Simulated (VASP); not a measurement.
```xyz
3
Lattice="0.0000 2.2191 2.2191 2.2191 0.0000 2.2191 2.2191 2.2191 0.0000" Properties=species:S:1:pos:R:3 pbc="T T T"
Be     1.1095     1.1095     1.1095
Be     3.3286     3.3286     3.3286
C      0.0000     0.0000     0.0000
```

Method: vdW-DF2, VASP's PBE PAW potentials (set 64) (plane waves; VASP 6.6.1). Settings: 520 eV cut-off, 9×9×9 Γ-centred mesh, Gaussian smearing of 0.050 eV, potentials Be C.

Problem. Estimate the energy per atom (σ→0), pressure.

Solution. 
- energy per atom (σ→0): -4.719 eV/atom
- pressure: -10.15 GPa

Only differences to runs with the same potentials and settings are physical.

The compound is Be2C in the antifluorite structure. This cell is one point of a volume scan, at 1.06 of the reference volume.
